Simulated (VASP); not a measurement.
## Dielectric function of CaCu2S2

Aim: the dielectric function of CaCu2S2 for independent particles, and its static limit with local fields. The cell has space group P-3m1. The start is a cell from a database of measured crystal structures.

Calculated with VASP 6.6.1; PBE, no spin polarisation; plane waves and PAW (Cu, Ca_sv, S), in the first sound run; inputs show where later runs differ.

Report form: the programs' logs are mostly left out.

### 1. Set-up

Symmetry: P-3m1, No. 164, trigonal system. Conventional cell: a = 3.940 Å, b = 3.940 Å, c = 6.523 Å, α = 90.00°, β = 90.00°, γ = 120.00°. Nearest to Cu lie 4 S at 2.41 Å. Ca has 6 S at 2.81 Å nearest. S has 4 Cu at 2.41 Å and 3 Ca at 2.81 Å nearest. Farther neighbours and most contacts between anions are not listed.

Coordinates:

```cif
data_structure
_symmetry_space_group_name_H-M 'P-3m1'
_symmetry_Int_Tables_number 164
_cell_length_a 3.9400
_cell_length_b 3.9400
_cell_length_c 6.5230
_cell_angle_alpha 90.000
_cell_angle_beta 90.000
_cell_angle_gamma 120.000
_cell_volume 87.69
loop_
_atom_site_label
_atom_site_type_symbol
_atom_site_symmetry_multiplicity
_atom_site_Wyckoff_symbol
_atom_site_fract_x
_atom_site_fract_y
_atom_site_fract_z
_atom_site_occupancy
Cu1 Cu 2 d 0.66667 0.33333 0.62351 1
Ca1 Ca 1 a 0.00000 0.00000 0.00000 1
S1 S 2 d 0.66667 0.33333 0.25370 1
```

### 2. Ground state

The ground state comes first.

The input, INCAR:

```
SYSTEM = CaCu2S2
PREC = Accurate
ENCUT = 400
EDIFF = 1E-07
NELM = 100
ISMEAR = 0
SIGMA = 0.05
LREAL = .FALSE.
ALGO = Normal
GGA = PE
NBANDS = 28
LASPH = .TRUE.
LORBIT = 11
LWAVE = .FALSE.
LCHARG = .FALSE.
KPAR = 4
```

The input, POSCAR:

```
CaCu2S2
1.0
    3.9399999606      0.0000000000      0.0000000000
   -1.9699999803      3.4121400568      0.0000000000
    0.0000000000      0.0000000000      6.5230000000
Cu Ca S
2 1 2
Direct
    0.6666666667      0.3333333333      0.6235100000
    0.3333333333      0.6666666667      0.3764900000
    0.0000000000      0.0000000000      0.0000000000
    0.6666666667      0.3333333333      0.2537000000
    0.3333333333      0.6666666667      0.7463000000
```

The input, KPOINTS:

```
Automatic mesh
0
Gamma
7 7 4
0 0 0
```

The projector-augmented-wave data sets are Cu, Ca_sv and S (PBE family, release 64).

On the command line:

```sh
> mpirun -np 4 vasp_std
```

The job ended after 11 s (4 MPI ranks of Intel Xeon 6975P-C (Granite Rapids), shared host; peak memory 0.85 GiB; 38 s of CPU time).

This run has no spin polarisation, although Cu can carry a moment. The gap is read on the k-mesh alone, so it is an upper bound where the band edges lie off the mesh.

Numbers from this step:

```
free energy (TOTEN)            : -22.32 eV
Fermi energy                   : 5.727 eV
pressure                       : -0.7105 GPa
gap on the k-mesh              : 1.098 eV
least direct gap on the k-mesh : 1.098 eV
```

The cell has a gap of 1.10 eV on this mesh. Forces of up to 0.26 eV/Å remain in these settings.

### 3. Spectrum

LOPTICS sums the direct transitions; the mesh is finer and NBANDS larger than for the ground state.

INCAR, as its differences from that of step 2:

```diff
@@ -10,5 +10,4 @@
 GGA = PE
-NBANDS = 28
+NBANDS = 64
 LASPH = .TRUE.
-LORBIT = 11
 LWAVE = .FALSE.
@@ -16 +15,4 @@
 KPAR = 4
+LOPTICS = .TRUE.
+NEDOS = 2000
+CSHIFT = 0.2
```

POSCAR is that of step 2.

The input, KPOINTS:

```
Automatic mesh
0
Gamma
9 9 5
0 0 0
```

On the command line:

```sh
> mpirun -np 4 vasp_std
```

The job ended after 34 s (4 MPI ranks; peak memory 1.7 GiB).

These are independent-particle spectra without excitons or local fields, and fine structure depends on the mesh and on CSHIFT.

This step gave:

```
Fermi energy : 5.733 eV
pressure     : -0.7502 GPa
```

The imaginary dielectric function has structure finer than the step of the table below, so its rows give means over 1 eV, whole bins alone (the curve runs from 0 to 25.0 eV). Peaks (eV: height): xx 3.6: 8.51, 6.6: 7.95; zz 3.1: 10.4, 7.0: 8.47.

Absorption under the direct gap is the tail of the CSHIFT broadening, and fine structure depends on the mesh. The imaginary dielectric function by photon energy; means over each step:

| photon energy (eV) | xx | zz |
| --- | --- | --- |
| 1 | 0.609 | 0.574 |
| 2 | 2.39 | 2.22 |
| 3 | 6.67 | 8.40 |
| 4 | 7.60 | 7.42 |
| 5 | 6.27 | 6.98 |
| 6 | 6.92 | 6.73 |
| 7 | 7.54 | 7.72 |
| 8 | 6.43 | 5.89 |
| 9 | 4.56 | 4.09 |
| 10 | 2.48 | 2.60 |
| 11 | 1.95 | 2.03 |
| 12 | 1.75 | 1.72 |
| 13 | 1.30 | 1.29 |
| 14 | 1.02 | 1.05 |
| 15 | 0.800 | 0.951 |
| 16 | 0.748 | 0.847 |
| 17 | 0.626 | 0.606 |
| 18 | 0.552 | 0.398 |
| 19 | 0.414 | 0.348 |
| 20 | 0.331 | 0.318 |
| 21 | 0.286 | 0.290 |
| 22 | 0.259 | 0.263 |
| 23 | 0.291 | 0.281 |
| 24 | 0.613 | 0.634 |

Real dielectric function against photon energy:

| photon energy (eV) | xx | zz |
| --- | --- | --- |
| 0 | 8.64 | 8.91 |
| 1 | 9.28 | 9.63 |
| 2 | 10.3 | 10.8 |
| 3 | 9.17 | 10.3 |
| 4 | 5.07 | 4.93 |
| 5 | 3.20 | 3.69 |
| 6 | 4.13 | 2.96 |
| 7 | 0.962 | 0.870 |
| 8 | -0.800 | -0.874 |
| 9 | -2.45 | -1.71 |
| 10 | -1.65 | -1.58 |
| 11 | -1.03 | -0.939 |
| 12 | -0.812 | -0.969 |
| 13 | -0.678 | -0.619 |
| 14 | -0.475 | -0.380 |
| 15 | -0.211 | -0.138 |
| 16 | -0.0408 | -0.179 |
| 17 | 0.0281 | -0.196 |
| 18 | 0.0885 | 0.0483 |
| 19 | 0.212 | 0.251 |
| 20 | 0.346 | 0.386 |
| 21 | 0.475 | 0.487 |
| 22 | 0.628 | 0.643 |
| 23 | 0.848 | 0.848 |
| 24 | 0.994 | 1.02 |

### 4. Static response with local fields

Perturbation theory (LEPSILON) gives the dielectric tensor with local fields, and the Born charges.

The input, INCAR:

```
SYSTEM = CaCu2S2
PREC = Accurate
ENCUT = 400
EDIFF = 1E-08
NELM = 100
ISMEAR = 0
SIGMA = 0.01
LREAL = .FALSE.
ALGO = Normal
GGA = PE
NBANDS = 28
LASPH = .TRUE.
LWAVE = .FALSE.
LCHARG = .FALSE.
KPAR = 4
LEPSILON = .TRUE.
```

POSCAR is that of step 3.

KPOINTS is that of step 3.

On the command line:

```sh
> mpirun -np 4 vasp_std
```

Wall time 5.6 min (4 MPI ranks); peak memory 2.3 GiB; 20 min of CPU time.

Energies printed during the response cycles are not total energies of the cell. The dielectric response converges more slowly with the mesh than energies do, so tensor and charges may still move on a finer one.

This step gave:

```yaml
fermi_energy: 5.660 eV
pressure: -0.7388 GPa
```

Electronic dielectric tensor with local fields:

```
8.27 0.00 0.00
0.00 8.27 0.00
0.00 0.00 8.40
```

Born effective charge (e), principal values of the symmetric part by kind of site:

| atom | atoms with these values | low | middle | high | mean |
| --- | --- | --- | --- | --- | --- |
| Cu1 | 2 | 0.69 | 0.99 | 0.99 | 0.89 |
| Ca3 | 1 | 2.46 | 2.46 | 3.18 | 2.70 |
| S4 | 2 | -2.28 | -2.22 | -2.22 | -2.24 |

In full for Ca3:

```
2.46 0.00 0.00
0.00 2.46 0.00
0.00 0.00 3.18
```

The mean electronic (clamped-ion) dielectric constant is 8.32. No finer mesh was run, so at a direct gap of this size the value isn't shown to be converged.

### 5. Spectrum at r2SCAN

This step: r2SCAN, no spin polarisation; plane waves and PAW (Cu, Ca_sv, S) (VASP 6.6.1).

The spectrum is made again with r2SCAN.

The input, INCAR:

```
SYSTEM = CaCu2S2
PREC = Accurate
ENCUT = 400
EDIFF = 1E-07
NELM = 100
ISMEAR = 0
SIGMA = 0.05
LREAL = .FALSE.
ALGO = Normal
METAGGA = R2SCAN
LASPH = .TRUE.
NBANDS = 64
LWAVE = .FALSE.
LCHARG = .FALSE.
KPAR = 4
LOPTICS = .TRUE.
NEDOS = 2000
CSHIFT = 0.2
```

POSCAR is that of step 4.

KPOINTS is that of step 4.

On the command line:

```sh
> mpirun -np 4 vasp_std
```

It took 1.9 min on 4 MPI ranks; peak memory 1.6 GiB.

The PAW data sets were made with PBE, which is usual practice but a small mismatch for other functionals.

Numbers from this step:

```
free energy (TOTEN)            : -50.1912 eV
Fermi energy                   : 5.622 eV
pressure                       : -2.329 GPa
gap on the k-mesh              : 1.566 eV
least direct gap on the k-mesh : 1.566 eV
```

The imaginary dielectric function has structure finer than the step of the table below, so its rows give means over 1 eV, whole bins alone (the curve runs from 0 to 25.0 eV). Peaks (eV: height): xx 4.0: 7.58, 7.5: 7.29; zz 3.4: 9.09, 7.5: 7.91.

Absorption under the direct gap is the tail of the CSHIFT broadening, and fine structure depends on the mesh. The imaginary dielectric function by photon energy; means over each step:

| photon energy (eV) | xx | zz |
| --- | --- | --- |
| 1 | 0.219 | 0.206 |
| 2 | 1.13 | 1.14 |
| 3 | 4.59 | 5.72 |
| 4 | 6.97 | 7.05 |
| 5 | 6.20 | 6.35 |
| 6 | 5.33 | 5.84 |
| 7 | 7.07 | 6.60 |
| 8 | 6.64 | 6.59 |
| 9 | 5.60 | 5.07 |
| 10 | 3.30 | 3.37 |
| 11 | 2.17 | 2.23 |
| 12 | 1.84 | 1.95 |
| 13 | 1.58 | 1.50 |
| 14 | 1.20 | 1.22 |
| 15 | 0.937 | 1.01 |
| 16 | 0.763 | 0.934 |
| 17 | 0.701 | 0.780 |
| 18 | 0.595 | 0.531 |
| 19 | 0.514 | 0.371 |
| 20 | 0.381 | 0.334 |
| 21 | 0.312 | 0.308 |
| 22 | 0.274 | 0.279 |
| 23 | 0.249 | 0.254 |
| 24 | 0.266 | 0.256 |

Table of real dielectric function by photon energy:

| photon energy (eV) | xx | zz |
| --- | --- | --- |
| 0 | 7.38 | 7.63 |
| 1 | 7.75 | 8.01 |
| 2 | 9.07 | 9.39 |
| 3 | 9.92 | 12.1 |
| 4 | 6.00 | 4.87 |
| 5 | 3.89 | 4.00 |
| 6 | 4.08 | 3.22 |
| 7 | 2.75 | 3.11 |
| 8 | 0.475 | -0.445 |
| 9 | -1.31 | -1.64 |
| 10 | -2.17 | -1.80 |
| 11 | -1.12 | -1.03 |
| 12 | -0.688 | -0.678 |
| 13 | -0.756 | -0.744 |
| 14 | -0.597 | -0.520 |
| 15 | -0.394 | -0.297 |
| 16 | -0.125 | -0.151 |
| 17 | -0.0730 | -0.164 |
| 18 | 0.0797 | -0.102 |
| 19 | 0.139 | 0.129 |
| 20 | 0.238 | 0.290 |
| 21 | 0.388 | 0.415 |
| 22 | 0.497 | 0.497 |
| 23 | 0.634 | 0.652 |
| 24 | 0.822 | 0.820 |

### 6. Spectrum at LDA

This step: LDA, no spin polarisation; plane waves and PAW (Cu, Ca_sv, S) (VASP 6.6.1).

The spectrum is made again with LDA.

INCAR, as its differences from that of step 5:

```diff
@@ -9,5 +9,5 @@
 ALGO = Normal
-METAGGA = R2SCAN
+GGA = CA
+NBANDS = 64
 LASPH = .TRUE.
-NBANDS = 64
 LWAVE = .FALSE.
```

POSCAR is that of step 5.

KPOINTS is that of step 5.

On the command line:

```sh
> mpirun -np 4 vasp_std
```

Run time: 29 s. Hardware: 4 MPI ranks; peak memory 1.6 GiB.

The PAW data sets were made with PBE, though LDA sets exist; this is a small mismatch.

This step gave:

```
free energy (TOTEN)            : -26.08 eV
Fermi energy                   : 5.404 eV
pressure                       : -7.733 GPa
gap on the k-mesh              : 0.9887 eV
least direct gap on the k-mesh : 0.9887 eV
```

Absorption under the direct gap is the tail of the CSHIFT broadening, and fine structure depends on the mesh. Table of imaginary dielectric function by photon energy; read off at these points:

| photon energy (eV) | xx | zz |
| --- | --- | --- |
| 0.00 | 0 | 0 |
| 0.50 | 0.222 | 0.178 |
| 1.00 | 1.05 | 0.763 |
| 1.50 | 1.45 | 1.59 |
| 2.00 | 2.55 | 2.10 |
| 2.50 | 5.45 | 5.08 |
| 3.00 | 7.16 | 10.7 |
| 3.50 | 8.72 | 8.82 |
| 3.61 | 8.85 | 8.46 |
| 4.00 | 7.61 | 7.50 |
| 4.50 | 7.17 | 7.39 |
| 5.00 | 6.43 | 7.13 |
| 5.50 | 6.07 | 6.79 |
| 6.00 | 7.41 | 7.20 |
| 6.50 | 8.00 | 7.58 |
| 6.57 | 8.02 | 7.82 |
| 7.00 | 7.83 | 8.33 |
| 7.50 | 6.55 | 6.14 |
| 8.00 | 6.46 | 5.98 |
| 8.50 | 5.53 | 4.60 |
| 9.00 | 4.53 | 3.97 |
| 9.50 | 2.96 | 3.29 |
| 10.00 | 2.35 | 2.39 |
| 10.50 | 2.09 | 2.19 |
| 11.00 | 1.84 | 1.97 |
| 11.50 | 1.83 | 1.91 |
| 12.00 | 1.71 | 1.64 |
| 12.50 | 1.45 | 1.36 |
| 13.00 | 1.25 | 1.27 |
| 13.50 | 1.06 | 1.08 |
| 14.00 | 0.974 | 1.00 |
| 14.50 | 0.858 | 0.944 |
| 15.00 | 0.765 | 0.914 |
| 15.50 | 0.775 | 0.952 |
| 16.00 | 0.746 | 0.870 |
| 16.50 | 0.683 | 0.753 |
| 17.00 | 0.628 | 0.613 |
| 17.50 | 0.601 | 0.492 |
| 18.00 | 0.551 | 0.382 |
| 18.50 | 0.482 | 0.364 |
| 19.00 | 0.441 | 0.351 |
| 19.50 | 0.374 | 0.337 |
| 20.00 | 0.331 | 0.321 |
| 20.50 | 0.324 | 0.316 |
| 21.00 | 0.287 | 0.311 |
| 21.50 | 0.271 | 0.265 |
| 22.00 | 0.269 | 0.267 |
| 22.50 | 0.266 | 0.289 |
| 23.00 | 0.335 | 0.311 |
| 23.50 | 0.602 | 0.618 |
| 24.00 | 0.727 | 0.749 |
| 24.50 | 0.755 | 0.845 |

The real dielectric function by photon energy:

| photon energy (eV) | xx | zz |
| --- | --- | --- |
| 0 | 9.14 | 9.37 |
| 1 | 9.56 | 10.2 |
| 2 | 10.8 | 11.4 |
| 3 | 9.09 | 9.58 |
| 4 | 4.97 | 4.86 |
| 5 | 3.17 | 3.64 |
| 6 | 3.79 | 2.73 |
| 7 | 0.542 | 0.108 |
| 8 | -1.11 | -1.19 |
| 9 | -2.58 | -1.71 |
| 10 | -1.64 | -1.55 |
| 11 | -1.03 | -0.939 |
| 12 | -0.836 | -0.960 |
| 13 | -0.673 | -0.625 |
| 14 | -0.445 | -0.352 |
| 15 | -0.175 | -0.119 |
| 16 | -0.00896 | -0.158 |
| 17 | 0.0486 | -0.178 |
| 18 | 0.106 | 0.0579 |
| 19 | 0.235 | 0.271 |
| 20 | 0.357 | 0.402 |
| 21 | 0.494 | 0.511 |
| 22 | 0.667 | 0.680 |
| 23 | 0.949 | 0.954 |
| 24 | 0.913 | 0.941 |

### 7. Results

| Item | Value |
| --- | --- |
| PBE, independent particles | eps xx at zero frequency 8.64, centre of weight of eps2 xx, over the range kept, at 7.53 eV, mesh 9×9×5 |
| r2SCAN, independent particles | eps xx at zero frequency 7.38, centre of weight of eps2 xx, over the range kept, at 8.00 eV, mesh 9×9×5 |
| LDA, independent particles | eps xx at zero frequency 9.14, centre of weight of eps2 xx, over the range kept, at 7.44 eV, mesh 9×9×5 (not shown to be converged at so small a direct gap) |
| PBE, with local fields | eps 8.27, 8.27, 8.40 |

Local fields, and the bands above those summed, take the mean static value from 8.73 to 8.32. Excitons and quasiparticle shifts are absent, so the onset tends to lie too low and its shape can differ. The atoms weren't relaxed and carry forces of up to 0.26 eV/Å at PBE in the first static run, so the numbers belong to the given coordinates, and a relaxation would change them.

[Lines on the potential files, build, host, timing and source positions are cut from VASP's logs without a mark.]

[Logs are printed without paths, hosts, clocks, repeated set-up lines and the standing remarks that a program may print on its own settings, such as how far it seeks lower states.]

[Hosts, paths, dates, database ids (printed as entryN), source tags and the programs' standing remarks are cut or masked in the printed files.]
